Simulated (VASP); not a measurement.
Consider the following.

```
CELL_PARAMETERS angstrom
      3.50111     0.00000     0.00000
     -1.75056     3.03205     0.00000
      0.00000     0.00000    14.38265
ATOMIC_POSITIONS crystal
  Te 0.33333 0.66667 0.62782
  Te 0.66667 0.33333 0.37218
  Te 0.66667 0.33333 0.12782
  Te 0.33333 0.66667 0.87218
  Mo 0.33333 0.66667 0.25000
  Mo 0.66667 0.33333 0.75000
```

Computed with PBE GGA, VASP's PBE PAW potentials (set 64) (plane waves; VASP). Settings: 300 eV cut-off, 6×6×2 Γ-centred mesh, Gaussian smearing of 0.010 eV, potentials Te Mo_sv.

At this cut-off the stress carries a Pulay error, which pulls relaxed volumes low.

Task: Which forces act on the atoms, in eV/Å?

Result: 
| atom | Fx | Fy | Fz |
|---|---|---|---|
| Te1 | 0.000 | 0.000 | -1.052 |
| Te2 | 0.000 | 0.000 | 1.052 |
| Te3 | 0.000 | 0.000 | -1.052 |
| Te4 | 0.000 | 0.000 | 1.052 |
| Mo5 | 0.000 | 0.000 | 0.000 |
| Mo6 | 0.000 | 0.000 | 0.000 |

Task: Give the stress tensor in GPa (positive for a compressed cell).

Result: 
```
5.36  0.00  0.00
0.00  5.36  0.00
0.00  0.00  8.27
```
The pressure is its mean diagonal, 6.33 GPa.

The structure comes from a computed database's Te2Mo entry; how it stands against other phases isn't given here. The cell was not relaxed at this level.
